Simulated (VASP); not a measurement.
Take GaSb (zinc blende), with a static lattice, in VASP with PAW potentials, and its bulk modulus.

Question: One run gives 55.7 GPa. Which level is it?
(A) r2SCAN+rVV10
(B) PBE-D3(BJ)
(C) optB88-vdW
(D) AM05

Answer: A, r2SCAN+rVV10.  The others give 45.5 (optB88-vdW), 50.1 (PBE-D3(BJ)), 49.1 (AM05).

Only levels that ran to the end are used. Left out are those held back, those with too coarse a band path, GW runs whose mesh misses a band edge, hybrids' fits of cells that aren't cubic and levels without matching references; a question may draw on a part of the rest.

The compound is GaSb in the zinc blende structure.
